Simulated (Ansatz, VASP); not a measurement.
## Cross-check of Zr2CO2 (Zr2CO2 MXene, 4 layers) between VASP and Ansatz

One calculation is typed for both programs; each brings its own data sets. How far apart do they land? The cell is taken from a series of runs on this material, whose earlier steps may have relaxed, scaled, displaced or heated it; both programs get it as it stands.

Calculated with Ansatz 0.2.0; plane waves, with VASP 6.6.1 beside it; single point at PBE with D4.

**1. The starting structure**

The cell holds 80 atoms: 16 C, 32 Zr and 32 O. Cell: a = 6.752 Å, b = 6.752 Å, c = 40.780 Å, α = 90.0°, β = 90.0°, γ = 120.0°. It derives from Zr2CO2 (Zr2CO2 MXene). As first built, before any earlier steps moved the atoms (in the runner's words): 4 layers of Zr2CO2 MXene (a = 3.31 A), 2 x 2 cells, biaxial strain +2 %, every second layer slid by 0.167 of a1 + 2 a2; facing atoms 2.84, 2.72, 2.82 A apart;. Vacuum lies along c.

**2. VASP: single point, PBE with D4**

A single point gives forces, pressure and levels at one fixed geometry, so differences don't come from the geometry; what else differs is listed under the comparison.

Lines of VASP's logs that name or quote its potential files are left out, and so is its time.

Input file INCAR:

```
SYSTEM = Zr2CO2
PREC = Accurate
ENCUT = 520
EDIFF = 1E-06
NELM = 120
ISMEAR = 0
SIGMA = 0.01
LREAL = Auto
ALGO = Normal
GGA = PE
IVDW = 13
NBANDS = 376
LASPH = .TRUE.
LORBIT = 11
LWAVE = .FALSE.
LCHARG = .FALSE.
ISIF = 2
GGA_COMPAT = .FALSE.
EFERMI = MIDGAP
KPAR = 4
```

Input file POSCAR:

```
Zr2CO2
1.0
    6.7524000000      0.0000000000      0.0000000000
   -3.3762000000      5.8477500000      0.0000000000
    0.0000000000      0.0000000000     40.7800000000
C Zr O
16 32 32
Direct
    0.0040400000      0.0001700000      0.2283500000
    0.0035100000      0.5016500000      0.2282000000
    0.4975100000      0.9955800000      0.2283000000
    0.4971700000      0.4989300000      0.2279400000
    0.0826500000      0.1677300000      0.4104400000
    0.0857800000      0.6698300000      0.4103400000
    0.5844300000      0.1679100000      0.4104600000
    0.5829800000      0.6668100000      0.4104000000
    0.9998100000      0.0021300000      0.5900300000
    0.9997800000      0.5004000000      0.5899200000
    0.5025800000      0.0010500000      0.5899700000
    0.5015200000      0.5029500000      0.5899000000
    0.0841100000      0.1695600000      0.7722600000
    0.0838900000      0.6647800000      0.7717100000
    0.5845000000      0.1685800000      0.7720800000
    0.5857800000      0.6663400000      0.7716800000
    0.1670400000      0.3349700000      0.2619300000
    0.3320200000      0.1635000000      0.1944800000
    0.1671500000      0.8351900000      0.2614400000
    0.3312100000      0.6648900000      0.1941500000
    0.6677000000      0.3345900000      0.2615400000
    0.8317400000      0.1671400000      0.1940700000
    0.6669700000      0.8342300000      0.2615200000
    0.8358600000      0.6686400000      0.1946600000
    0.2498800000      0.4987600000      0.4442700000
    0.4216500000      0.3354200000      0.3765700000
    0.2515300000      0.0016200000      0.4443200000
    0.4157200000      0.8333700000      0.3766800000
    0.7485500000      0.4978400000      0.4439500000
    0.9189700000      0.3323900000      0.3763800000
    0.7501700000      0.0007800000      0.4440800000
    0.9163400000      0.8343800000      0.3769400000
    0.1663300000      0.3353600000      0.6230400000
    0.3323100000      0.1661200000      0.5568300000
    0.1647900000      0.8338000000      0.6233500000
    0.3358600000      0.6666300000      0.5562100000
    0.6650300000      0.3336900000      0.6230500000
    0.8320800000      0.1646800000      0.5566000000
    0.6634400000      0.8299800000      0.6235500000
    0.8307100000      0.6655700000      0.5564000000
    0.2487900000      0.4987300000      0.8053100000
    0.4194100000      0.3373000000      0.7385700000
    0.2499100000      0.9987400000      0.8058100000
    0.4169100000      0.8341900000      0.7390100000
    0.7494100000      0.5028700000      0.8052500000
    0.9152300000      0.3328400000      0.7381800000
    0.7511400000      0.0010200000      0.8059900000
    0.9196600000      0.8359300000      0.7382300000
    0.3355100000      0.1665400000      0.2841900000
    0.1688100000      0.3358600000      0.1715100000
    0.3359300000      0.6669800000      0.2843300000
    0.1633700000      0.8342800000      0.1713600000
    0.8343800000      0.1682000000      0.2844100000
    0.6660200000      0.3344600000      0.1715300000
    0.8356300000      0.6668300000      0.2846300000
    0.6660600000      0.8341700000      0.1721100000
    0.4144300000      0.3319500000      0.4666500000
    0.2515400000      0.5009900000      0.3541800000
    0.4171200000      0.8349400000      0.4668000000
    0.2487600000      0.9981600000      0.3535500000
    0.9180600000      0.3363200000      0.4666400000
    0.7485600000      0.4993300000      0.3538900000
    0.9187900000      0.8349800000      0.4670700000
    0.7482000000      0.9951300000      0.3539300000
    0.3352000000      0.1670500000      0.6462700000
    0.1673700000      0.3330700000      0.5334400000
    0.3368100000      0.6688900000      0.6464500000
    0.1655800000      0.8340300000      0.5334400000
    0.8355800000      0.1693500000      0.6461600000
    0.6671200000      0.3343600000      0.5334500000
    0.8348400000      0.6663600000      0.6463100000
    0.6682200000      0.8315800000      0.5334300000
    0.4169000000      0.3318900000      0.8284400000
    0.2483200000      0.5007000000      0.7156300000
    0.4201300000      0.8349400000      0.8277700000
    0.2491100000      0.9967400000      0.7154900000
    0.9155200000      0.3326900000      0.8280300000
    0.7487600000      0.4982400000      0.7149100000
    0.9198000000      0.8361100000      0.8283700000
    0.7499700000      0.9997500000      0.7154800000
```

Input file KPOINTS:

```
Automatic mesh
0
Gamma
2 2 1
0 0 0
```

Potentials, in the order of the species: C, Zr_sv and O (PBE family, release 64).

Launch:

```console
mpirun -np 8 vasp_std
```

Numbers of over 12 decimals in the logs are rounded to 6 here.

The program printed:

```text
[banner, memory and clock lines left out]
running    8 mpi-ranks, on    1 nodes
[...]
|                                                                             |
|           W    W    AA    RRRRR   N    N  II  N    N   GGGG   !!!           |
|           W    W   A  A   R    R  NN   N  II  NN   N  G    G  !!!           |
|           W    W  A    A  R    R  N N  N  II  N N  N  G       !!!           |
|           W WW W  AAAAAA  RRRRR   N  N N  II  N  N N  G  GGG   !            |
|           WW  WW  A    A  R   R   N   NN  II  N   NN  G    G                |
|           W    W  A    A  R    R  N    N  II  N    N   GGGG   !!!           |
|                                                                             |
|     For optimal performance we recommend to set                             |
|       NCORE = 2 up to number-of-cores-per-socket                            |
|     NCORE specifies how many cores store one orbital (NPAR=cpu/NCORE).      |
|     This setting can greatly improve the performance of VASP for DFT.       |
|     The default, NCORE=1 might be grossly inefficient on modern             |
|     multi-core architectures or massively parallel machines. Do your        |
|     Unfortunately you need to use the default for GW and RPA                |
|     calculations (for HF NCORE is supported but not extensively tested      |
|     yet).                                                                   |
|                                                                             |

 LDA part: xc-table for (Slater+PW92), standard interpolation
 POSCAR, INCAR and KPOINTS ok, starting setup
[...]
entering main loop
       N       E                     dE             d eps       ncg     rms          rms(c)
DAV:   1     0.721527743389E+04    0.72153E+04   -0.33658E+05  3088   0.163E+03
DAV:   2    -0.495202547283E+02   -0.72648E+04   -0.70344E+04  3504   0.480E+02
DAV:   3    -0.829469106186E+03   -0.77995E+03   -0.77182E+03  3936   0.141E+02
DAV:   4    -0.904417393471E+03   -0.74948E+02   -0.74864E+02  5008   0.366E+01
[...]
DAV:  25    -0.754662208763E+03   -0.97174E-05   -0.36059E-07  1936   0.612E-04    0.344E-04
DAV:  26    -0.754662212080E+03   -0.33168E-05   -0.19522E-07  1840   0.443E-04    0.163E-04
DAV:  27    -0.754662212726E+03   -0.64570E-06   -0.47721E-08  1768   0.300E-04
   1 F= -.76857843E+03 E0= -.76857843E+03  d E =0.000000E+00
```

Parts of OUTCAR (step 2):

```text
  FREE ENERGIE OF THE ION-ELECTRON SYSTEM (eV)
  ---------------------------------------------------
  free  energy   TOTEN  =      -768.5784283461 eV

  energy  without entropy=     -768.5784283461  energy(sigma->0) =     -768.57842835
```

**3. Ansatz: single point, PBE with D4**

Ansatz runs on its default PAW (the set named soft_2) files.

The same cell, functional and mesh now go to Ansatz, which takes its cutoff from its data sets.

Input file input.yaml:

```yaml
crystal:
  lattice:
    - [6.7524, 0.0, 0.0]
    - [-3.3762, 5.84775, 0.0]
    - [0.0, 0.0, 40.78]
  atoms:
    - { symbol: C, position: [0.00404, 0.00017, 0.22835] }
    - { symbol: Zr, position: [0.16704, 0.33497, 0.26193] }
    - { symbol: Zr, position: [0.33202, 0.1635, 0.19448] }
    - { symbol: O, position: [0.33551, 0.16654, 0.28419] }
    - { symbol: O, position: [0.16881, 0.33586, 0.17151] }
    - { symbol: C, position: [0.00351, 0.50165, 0.2282] }
    - { symbol: Zr, position: [0.16715, 0.83519, 0.26144] }
    - { symbol: Zr, position: [0.33121, 0.66489, 0.19415] }
    - { symbol: O, position: [0.33593, 0.66698, 0.28433] }
    - { symbol: O, position: [0.16337, 0.83428, 0.17136] }
    - { symbol: C, position: [0.49751, 0.99558, 0.2283] }
    - { symbol: Zr, position: [0.6677, 0.33459, 0.26154] }
    - { symbol: Zr, position: [0.83174, 0.16714, 0.19407] }
    - { symbol: O, position: [0.83438, 0.1682, 0.28441] }
    - { symbol: O, position: [0.66602, 0.33446, 0.17153] }
    - { symbol: C, position: [0.49717, 0.49893, 0.22794] }
    - { symbol: Zr, position: [0.66697, 0.83423, 0.26152] }
    - { symbol: Zr, position: [0.83586, 0.66864, 0.19466] }
    - { symbol: O, position: [0.83563, 0.66683, 0.28463] }
    - { symbol: O, position: [0.66606, 0.83417, 0.17211] }
    - { symbol: C, position: [0.08265, 0.16773, 0.41044] }
    - { symbol: Zr, position: [0.24988, 0.49876, 0.44427] }
    - { symbol: Zr, position: [0.42165, 0.33542, 0.37657] }
    - { symbol: O, position: [0.41443, 0.33195, 0.46665] }
    - { symbol: O, position: [0.25154, 0.50099, 0.35418] }
    - { symbol: C, position: [0.08578, 0.66983, 0.41034] }
    - { symbol: Zr, position: [0.25153, 0.00162, 0.44432] }
    - { symbol: Zr, position: [0.41572, 0.83337, 0.37668] }
    - { symbol: O, position: [0.41712, 0.83494, 0.4668] }
    - { symbol: O, position: [0.24876, 0.99816, 0.35355] }
    - { symbol: C, position: [0.58443, 0.16791, 0.41046] }
    - { symbol: Zr, position: [0.74855, 0.49784, 0.44395] }
    - { symbol: Zr, position: [0.91897, 0.33239, 0.37638] }
    - { symbol: O, position: [0.91806, 0.33632, 0.46664] }
    - { symbol: O, position: [0.74856, 0.49933, 0.35389] }
    - { symbol: C, position: [0.58298, 0.66681, 0.4104] }
    - { symbol: Zr, position: [0.75017, 0.00078, 0.44408] }
    - { symbol: Zr, position: [0.91634, 0.83438, 0.37694] }
    - { symbol: O, position: [0.91879, 0.83498, 0.46707] }
    - { symbol: O, position: [0.7482, 0.99513, 0.35393] }
    - { symbol: C, position: [0.99981, 0.00213, 0.59003] }
    - { symbol: Zr, position: [0.16633, 0.33536, 0.62304] }
    - { symbol: Zr, position: [0.33231, 0.16612, 0.55683] }
    - { symbol: O, position: [0.3352, 0.16705, 0.64627] }
    - { symbol: O, position: [0.16737, 0.33307, 0.53344] }
    - { symbol: C, position: [0.99978, 0.5004, 0.58992] }
    - { symbol: Zr, position: [0.16479, 0.8338, 0.62335] }
    - { symbol: Zr, position: [0.33586, 0.66663, 0.55621] }
    - { symbol: O, position: [0.33681, 0.66889, 0.64645] }
    - { symbol: O, position: [0.16558, 0.83403, 0.53344] }
    - { symbol: C, position: [0.50258, 0.00105, 0.58997] }
    - { symbol: Zr, position: [0.66503, 0.33369, 0.62305] }
    - { symbol: Zr, position: [0.83208, 0.16468, 0.5566] }
    - { symbol: O, position: [0.83558, 0.16935, 0.64616] }
    - { symbol: O, position: [0.66712, 0.33436, 0.53345] }
    - { symbol: C, position: [0.50152, 0.50295, 0.5899] }
    - { symbol: Zr, position: [0.66344, 0.82998, 0.62355] }
    - { symbol: Zr, position: [0.83071, 0.66557, 0.5564] }
    - { symbol: O, position: [0.83484, 0.66636, 0.64631] }
    - { symbol: O, position: [0.66822, 0.83158, 0.53343] }
    - { symbol: C, position: [0.08411, 0.16956, 0.77226] }
    - { symbol: Zr, position: [0.24879, 0.49873, 0.80531] }
    - { symbol: Zr, position: [0.41941, 0.3373, 0.73857] }
    - { symbol: O, position: [0.4169, 0.33189, 0.82844] }
    - { symbol: O, position: [0.24832, 0.5007, 0.71563] }
    - { symbol: C, position: [0.08389, 0.66478, 0.77171] }
    - { symbol: Zr, position: [0.24991, 0.99874, 0.80581] }
    - { symbol: Zr, position: [0.41691, 0.83419, 0.73901] }
    - { symbol: O, position: [0.42013, 0.83494, 0.82777] }
    - { symbol: O, position: [0.24911, 0.99674, 0.71549] }
    - { symbol: C, position: [0.5845, 0.16858, 0.77208] }
    - { symbol: Zr, position: [0.74941, 0.50287, 0.80525] }
    - { symbol: Zr, position: [0.91523, 0.33284, 0.73818] }
    - { symbol: O, position: [0.91552, 0.33269, 0.82803] }
    - { symbol: O, position: [0.74876, 0.49824, 0.71491] }
    - { symbol: C, position: [0.58578, 0.66634, 0.77168] }
    - { symbol: Zr, position: [0.75114, 0.00102, 0.80599] }
    - { symbol: Zr, position: [0.91966, 0.83593, 0.73823] }
    - { symbol: O, position: [0.9198, 0.83611, 0.82837] }
    - { symbol: O, position: [0.74997, 0.99975, 0.71548] }
kpoints:
  mp_grid: { grid: [2, 2, 1] }
hamiltonian:
  xc: pbe
  dispersion: d4
scf:
  occupations: { method: fixed }
output:
  forces: true
  populations: true
  dos:
    method: { smearing: { sigma: 0.1 } }
    de: 0.1
    projected:
      site_lists:
        C: [C]
        O: [O]
        Zr: [Zr]
        layer_1: [0, 1, 2, 3, 4, 5, 6, 7, 8, 9, 10, 11, 12, 13, 14, 15, 16, 17, 18, 19]
        layer_2: [20, 21, 22, 23, 24, 25, 26, 27, 28, 29, 30, 31, 32, 33, 34, 35, 36, 37, 38, 39]
        layer_3: [40, 41, 42, 43, 44, 45, 46, 47, 48, 49, 50, 51, 52, 53, 54, 55, 56, 57, 58, 59]
        layer_4: [60, 61, 62, 63, 64, 65, 66, 67, 68, 69, 70, 71, 72, 73, 74, 75, 76, 77, 78, 79]
  eigenvalues: true
  write_density: true
  write_potential: true
  volumetric_format: npy
```

Launch:

```console
ansatz run input.yaml --threads 8 --pin off --max-ram 15872MiB --backend cpu --events-out ev --progress --plain --runs-dir out
```

The program printed:

```text
Engine: ansatz 0.2.0, aarch64-unknown-linux-gnu
Pseudopotentials: kind: paw
Pseudopotential: C, paw, valence charge 4, recommended cutoff 420 eV (normal), C.paw.azcp
Pseudopotential: Zr, paw, valence charge 12, recommended cutoff 420 eV (normal), Zr.paw.azcp
Pseudopotential: O, paw, valence charge 6, recommended cutoff 420 eV (normal), O.paw.azcp
Functional definition: PBE
  parameter kappa = 0.804
  parameter beta = 0.066725
  exchange = pbe_x(kappa = kappa, mu = beta*pi^2/3)
  correlation = pbe_c(beta = beta)
Crystal: 80 atoms, lattice volume = 1610.253 Å³
Basis set: ecut = 420 eV, 31517 PW (Γ), exchange–correlation on 96×96×576 points (8 copies of the dense FFT grid, shifted against one another)
Bands: 400, of which v1, the nominal top of the filled ones, is band 320 counted from 1 (319 counted from 0)
Symmetry: 1 space group operations
Space group: P1 (ITA 1), of the structure as read, at distance tolerance 1.2e-4 Å
k-points: 4
Non-local potential: C, projectors of the file, l = 0: 2, l = 1: 2, l = 2: 1
Non-local potential: Zr, projectors of the file, l = 0: 3, l = 1: 2, l = 2: 2, l = 3: 2
Non-local potential: O, projectors of the file, l = 0: 2, l = 1: 2, l = 2: 1
PAW form: soft (Blöchl's): semilocal exchange-correlation on the pseudo side does not see the compensation charge
PAW one-centre angular grid: C, 110 points (default); XC on 64 Gauss nodes
PAW one-centre angular grid: Zr, 590 points (default); XC on 64 Gauss nodes
PAW one-centre angular grid: O, 110 points (default); XC on 64 Gauss nodes
Initial density: superposition of atomic densities (neutral atoms: chi_scale 0, normalization atom), corrected by the library's trained network
Initial wavefunctions: pseudopotential atomic-orbital guess
Functional: x = pbe(κ = 0.804, μ = 0.219515), c = pbe(β = 0.066725)
SCF iter   1: F=—  HF=-156165.240630 eV  |F-HF|=—  |Δ(HF+E_count)|=         —  Δρ=5.55e-3  dr2=8.13e-1  ethr=1.77e-3  ⟨swp⟩=4.0  Hψ=5247  notcnv=0  defer=284
preconditioner: auto → Resta (q_TF=auto, 2.339 Å⁻¹)  ε∞=4.9  [insulator: Δε(μ)=1.041 eV  Ē_g=9.207 eV  n_scr=384 (ndim 8)  ℏωp=18.1 eV  f_vac=0.319  ε∞_Penn≈4.9  vacuum switching on, ρ_ref=6.1e-3 e/Å³]
SCF iter   2: F=—  HF=-156165.114791 eV  |F-HF|=—  |Δ(HF+E_count)|=   1.26e-1  Δρ=2.16e-3  dr2=6.65e-2  ethr=1.27e-4  ⟨swp⟩=2.0  Hψ=2488  notcnv=0  defer=312
SCF iter   3: F=—  HF=-156165.108226 eV  |F-HF|=—  |Δ(HF+E_count)|=   6.56e-3  Δρ=1.12e-3  dr2=2.33e-2  ethr=1.04e-5  ⟨swp⟩=2.0  Hψ=1964  notcnv=0  defer=312
SCF iter   4: F=—  HF=-156165.109771 eV  |F-HF|=—  |Δ(HF+E_count)|=   1.54e-3  Δρ=8.11e-4  dr2=1.65e-2  ethr=3.65e-6  ⟨swp⟩=2.2  Hψ=2074  notcnv=0  defer=312
SCF iter   5: F=—  HF=-156165.107733 eV  |F-HF|=—  |Δ(HF+E_count)|=   2.04e-3  Δρ=1.82e-4  dr2=5.79e-4  ethr=2.58e-6  ⟨swp⟩=2.2  Hψ=2072  notcnv=0  defer=310
SCF iter   6: F=—  HF=-156165.107841 eV  |F-HF|=—  |Δ(HF+E_count)|=   1.08e-4  Δρ=1.41e-4  dr2=5.17e-4  ethr=9.05e-8  ⟨swp⟩=3.0  Hψ=2490  notcnv=0  defer=284
SCF iter   7: F=—  HF=-156165.107798 eV  |F-HF|=—  |Δ(HF+E_count)|=   4.31e-5  Δρ=5.25e-5  dr2=6.30e-5  ethr=8.08e-8  ⟨swp⟩=2.0  Hψ=2031  notcnv=0  defer=284
SCF iter   8: F=—  HF=-156165.107884 eV  |F-HF|=—  |Δ(HF+E_count)|=   8.60e-5  Δρ=1.51e-5  dr2=6.39e-6  ethr=9.85e-9  ⟨swp⟩=2.0  Hψ=2240  notcnv=0  defer=284
SCF iter   9: F=—  HF=-156165.107885 eV  |F-HF|=—  |Δ(HF+E_count)|=   1.05e-6  Δρ=1.48e-5  dr2=4.32e-6  ethr=9.98e-10  ⟨swp⟩=2.2  Hψ=2084  notcnv=0  defer=284
SCF iter  10: F=—  HF=-156165.107884 eV  |F-HF|=—  |Δ(HF+E_count)|=   7.21e-7  Δρ=4.69e-6  dr2=5.40e-7  ethr=6.75e-10  ⟨swp⟩=2.0  Hψ=2078  notcnv=0  defer=284
SCF iter  11: F=—  HF=-156165.107884 eV  |F-HF|=—  |Δ(HF+E_count)|=   3.71e-8  Δρ=3.06e-6  dr2=2.42e-7  ethr=8.44e-11  ⟨swp⟩=3.0  Hψ=2200  notcnv=0  defer=284
SCF iter  12: F=-156165.107884 eV  HF=-156165.107884 eV  |F-HF|=2.12e-9  |Δ(HF+E_count)|=   2.74e-8  Δρ=8.57e-7  dr2=1.74e-8  ethr=1.56e-11  ⟨swp⟩=18.8  Hψ=14340  notcnv=0
SCF 1 converged in 12 iterations: F = -156165.107884 eV  dr2 = 1.74e-8
  greatest PAW one-centre occupation: 0.995 electrons in one spin orbital (limit 2), on the Zr atom at site 76 (counted from 0), in its partial waves of l = 0
[...]
k-point 3: bands = [... 316 lower, 5.1465, 5.1661, 5.2211, 5.2302, 7.2059, 7.2427, 7.2510, 7.2865, ... 76 higher]
--- Löwdin populations: 80 sites ---
  site symbol       q [e]
     0      C      4.9255
     1     Zr     10.8034
     2     Zr     10.8015
     3      O      6.6479
     4      O      6.6558
     5      C      4.9267
     6     Zr     10.8140
     7     Zr     10.7981
     8      O      6.6492
     9      O      6.6523
    10      C      4.9254
    11     Zr     10.8059
    12     Zr     10.7891
    13      O      6.6505
    14      O      6.6565
    15      C      4.9255
    16     Zr     10.8062
    17     Zr     10.8020
    18      O      6.6524
    19      O      6.6535
    20      C      4.9238
    21     Zr     10.8039
    22     Zr     10.8050
    23      O      6.6446
[...]
72     Zr     10.8035
    73      O      6.6528
    74      O      6.6513
    75      C      4.9259
    76     Zr     10.7929
    77     Zr     10.8028
    78      O      6.6523
    79      O      6.6491
  spilling = 0.004098 (of n_electrons = 640.000000)
```

**4. Side by side**

Known differences besides the potentials themselves: fixed occupations in Ansatz, narrow Gaussian smearing in VASP; the cutoff is 420 eV in Ansatz and 520 eV in VASP (PREC = Accurate, projectors in real space). Total energies have different zeros and are not compared.

The two programs side by side:

```csv
quantity,Ansatz,VASP,difference
gap on the k mesh (eV),0.802,0.800,+0.002
```

Forces on 10 of the 80 atoms, those with the largest forces and the largest differences (eV/Å; atoms numbered as in POSCAR):

| atom | Ansatz x, y, z | VASP x, y, z |
| --- | --- | --- |
| Zr33 | -0.207, -0.206, 1.167 | -0.206, -0.207, 1.165 |
| Zr34 | -0.024, -0.162, -1.271 | -0.023, -0.163, -1.268 |
| Zr36 | -0.441, -0.002, -0.987 | -0.444, -0.002, -0.987 |
| Zr37 | 0.309, -0.142, 1.208 | 0.310, -0.143, 1.205 |
| Zr39 | 0.064, 0.416, 1.035 | 0.067, 0.419, 1.032 |
| Zr40 | 0.377, 0.017, -1.086 | 0.380, 0.016, -1.084 |
| Zr44 | -0.054, -0.007, -1.182 | -0.053, -0.008, -1.180 |
| O65 | -0.091, 0.115, -0.838 | -0.092, 0.113, -0.813 |
| O67 | -0.125, 0.039, -0.826 | -0.131, 0.036, -0.803 |
| O71 | -0.086, 0.162, -0.803 | -0.087, 0.162, -0.778 |

The forces differ by 7.5 meV/Å r.m.s., which is 1.8 % of the r.m.s. force of 0.417 eV/Å (both taken over all components). A gap on the mesh is an upper bound, since the band edges may lie between its points. With vacuum in the cell, a pressure given here is an average over mostly empty space and none of the material.

**5. Outcome**

```
r.m.s. force difference (single point, PBE with D4) : 1.8 % of the r.m.s. force
```

**Reading.** The r.m.s. force difference is 1.8 % of the r.m.s. force (single point, PBE with D4), within the 3 % picked in this series as the mark of a large difference. Such differences can come from data sets, numerical settings and the points named under the comparisons, not from the functional's error against experiment.

[Lines on the potential files, build, host, timing and source positions are cut from VASP's logs without a mark.]

[Logs are printed without paths, hosts, clocks, repeated set-up lines and the standing remarks that a program may print on its own settings, such as how far it seeks lower states.]

[Hosts, paths, dates, database ids (printed as entryN), source tags and the programs' standing remarks are cut or masked in the printed files.]
